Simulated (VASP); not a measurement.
All values below come from revPBE GGA, VASP's PBE PAW potentials (set 64) (plane waves; VASP).

Input for VASP

**KPOINTS**
```
Automatic mesh
0
Gamma
9 9 2
0 0 0
```

**POSCAR**
```
MoS2
1
    1.6014718964    -2.7738304058     0.0000000000
    1.6014718964     2.7738304058     0.0000000000
    0.0000000000     0.0000000000    16.2230898567
Mo S
2 4
Direct
  0.3333330000   0.6666670000   0.2500000000
  0.6666670000   0.3333330000   0.7500000000
  0.3333330000   0.6666670000   0.8462760821
  0.6666670000   0.3333330000   0.3462760821
  0.6666670000   0.3333330000   0.1537239179
  0.3333330000   0.6666670000   0.6537239179
```

**INCAR**
```
ALGO = Normal
EDIFF = 1E-7
ENCUT = 520
GGA = RE
ISIF = 2
ISMEAR = -5
LASPH = .TRUE.
LCHARG = .TRUE.
LEFG = .TRUE.
LMAXMIX = 4
LORBIT = 11
LREAL = .FALSE.
LWAVE = .FALSE.
NEDOS = 601
NELM = 100
PREC = Accurate
SYSTEM = MoS2
```

POTCAR, in this order: Mo_sv S (PBE.64 set). Program: vasp_std.

Output

**OSZICAR**
```
       N       E                     dE             d eps       ncg     rms          rms(c)
DAV:   1     0.458436814598E+03    0.45844E+03   -0.29202E+04  1712   0.154E+03
DAV:   2    -0.175622558237E+02   -0.47600E+03   -0.46657E+03  1883   0.380E+02
DAV:   3    -0.438905369141E+02   -0.26328E+02   -0.26116E+02  1916   0.794E+01
DAV:   4    -0.446772634105E+02   -0.78673E+00   -0.78481E+00  1909   0.133E+01
DAV:   5    -0.447006751547E+02   -0.23412E-01   -0.23404E-01  1957   0.217E+00    0.327E+01
DAV:   6    -0.424934196537E+02    0.22073E+01   -0.25125E+01  1669   0.259E+01    0.135E+01
DAV:   7    -0.420044078491E+02    0.48901E+00   -0.10249E+01  1671   0.163E+01    0.813E+00
DAV:   8    -0.416757862707E+02    0.32862E+00   -0.16219E+00  1976   0.706E+00    0.249E+00
DAV:   9    -0.416855285879E+02   -0.97423E-02   -0.14258E-01  2059   0.181E+00    0.129E+00
DAV:  10    -0.416758952369E+02    0.96334E-02   -0.68818E-02  1836   0.143E+00    0.326E-01
DAV:  11    -0.416756014214E+02    0.29382E-03   -0.31787E-03  1876   0.336E-01    0.143E-01
DAV:  12    -0.416753665679E+02    0.23485E-03   -0.13470E-03  1868   0.192E-01    0.314E-02
DAV:  13    -0.416753105806E+02    0.55987E-04   -0.38921E-04  1804   0.105E-01    0.460E-02
DAV:  14    -0.416752976002E+02    0.12980E-04   -0.56489E-05  1997   0.474E-02    0.466E-03
DAV:  15    -0.416752965367E+02    0.10635E-05   -0.67264E-06  2011   0.141E-02    0.623E-03
DAV:  16    -0.416752961907E+02    0.34599E-06   -0.23645E-06  2028   0.894E-03    0.155E-03
DAV:  17    -0.416752963794E+02   -0.18866E-06   -0.30511E-07  1475   0.362E-03    0.394E-04
DAV:  18    -0.416752963895E+02   -0.10152E-07   -0.18057E-08  1220   0.839E-04
   1 F= -.41675296E+02 E0= -.41675296E+02  d E =0.000000E+00
```

**OUTCAR**
```
------------------------ aborting loop because EDIFF is reached ----------------------------------------
  FORCE on cell =-STRESS in cart. coord.  units (eV):
  Direction    XX          YY          ZZ          XY          YZ          ZX
  --------------------------------------------------------------------------------------
  Total       -0.0220608     -0.0220608      0.1002449      0.0000000      0.0000000     -0.0000000
  in kB       -0.2452272     -0.2452271      1.1143201      0.0000000      0.0000000     -0.0000000
  external PRESSURE =       0.2079552 kB  Pullay stress =       0.0000000 kB
  volume of cell :      144.13
      direct lattice vectors                 reciprocal lattice vectors
     1.601471896 -2.773830406  0.000000000     0.312212784 -0.180256154  0.000000000
     1.601471896  2.773830406  0.000000000     0.312212784  0.180256154  0.000000000
     0.000000000  0.000000000 16.223089857     0.000000000  0.000000000  0.061640539
 POSITION                                       TOTAL-FORCE (eV/Angst)
 -----------------------------------------------------------------------------------
      1.60147      0.92461      4.05577        -0.000000      0.000000     -0.000000
      1.60147     -0.92461     12.16732         0.000000      0.000000     -0.000000
      1.60147      0.92461     13.72921         0.000000      0.000000      0.008844
      1.60147     -0.92461      5.61767         0.000000     -0.000000      0.008844
      1.60147     -0.92461      2.49388        -0.000000     -0.000000     -0.008844
      1.60147      0.92461     10.60542         0.000000      0.000000     -0.008844
 -----------------------------------------------------------------------------------
    total drift:                                0.000000      0.001750     -0.000028
  FREE ENERGIE OF THE ION-ELECTRON SYSTEM (eV)
  ---------------------------------------------------
  free  energy   TOTEN  =       -41.6752963895 eV

  energy  without entropy=      -41.6752963895  energy(sigma->0) =      -41.67529639

 total charge

# of ion       s       p       d       tot
------------------------------------------
    1        2.284   6.211   3.907  12.402
    2        2.284   6.211   3.907  12.402
    3        1.365   2.341   0.000   3.705
    4        1.365   2.341   0.000   3.705
    5        1.365   2.341   0.000   3.705
    6        1.365   2.341   0.000   3.705
--------------------------------------------------
tot         10.027  21.785   7.814  39.626

 Electric field gradients after diagonalization (V/A^2)
 (convention: |V_zz| > |V_xx| > |V_yy|)
----------------------------------------------------------------------
 ion       V_xx      V_yy      V_zz     asymmetry (V_yy - V_xx)/ V_zz
----------------------------------------------------------------------
   1      39.976    39.972   -79.948       0.000
   2      39.976    39.972   -79.948       0.000
   3      28.031    28.030   -56.061       0.000
   4      28.031    28.030   -56.061       0.000
   5      28.031    28.030   -56.061       0.000
   6      28.031    28.030   -56.061       0.000
```
(Selected blocks of OUTCAR.)

**OUTCAR**
```
 val. band max:        3.7725929867   @ k =   0.0000   0.0000   0.0000

 cond. band min:       5.2427909761   @ k =   0.3333   0.3333   0.5000


 Fermi energy:         3.8289061715

 k-point     1 :       0.0000    0.0000    0.0000
  band No.  band energies     occupation
      1     -57.2656      2.00000
      2     -57.2656      2.00000
      3     -31.3875      2.00000
      4     -31.3875      2.00000
      5     -31.2082      2.00000
      6     -31.2082      2.00000
      7     -31.2082      2.00000
      8     -31.2082      2.00000
      9     -10.3706      2.00000
     10     -10.3663      2.00000
     11      -9.0888      2.00000
     12      -9.0806      2.00000
     13      -1.9333      2.00000
     14      -1.8796      2.00000
     15       1.0283      2.00000
     16       1.0283      2.00000
     17       1.0284      2.00000
     18       1.0284      2.00000
     19       1.8109      2.00000
     20       2.0468      2.00000
     21       2.1127      2.00000
     22       2.1127      2.00000
     23       2.1130      2.00000
     24       2.1131      2.00000
     25       3.5932      2.00000
     26       3.7726      2.00000
     27       6.3419      0.00000
     28       6.3426      0.00000
     29       6.3432      0.00000
     30       6.3636      0.00000
     31       6.5880      0.00000

 k-point     2 :       0.1111   -0.0000    0.0000
  band No.  band energies     occupation
      1     -57.2616      2.00000
      2     -57.2616      2.00000
      3     -31.3795      2.00000
      4     -31.3795      2.00000
      5     -31.2496      2.00000
      6     -31.2496      2.00000
      7     -31.2177      2.00000
      8     -31.2177      2.00000
      9     -10.1960      2.00000
     10     -10.1918      2.00000
     11      -9.0169      2.00000
     12      -9.0092      2.00000
     13      -1.7360      2.00000
     14      -1.6829      2.00000
     15       0.6507      2.00000
     16       0.6513      2.00000
     17       1.1577      2.00000
...
```

Without a dispersion term in the relaxation, distances and binding between the weakly bound layers, chains or molecules are unreliable, and so is what depends on them.

The compound is MoS2 in the 2H layered structure. It was relaxed first, which changed the volume by +36 %.
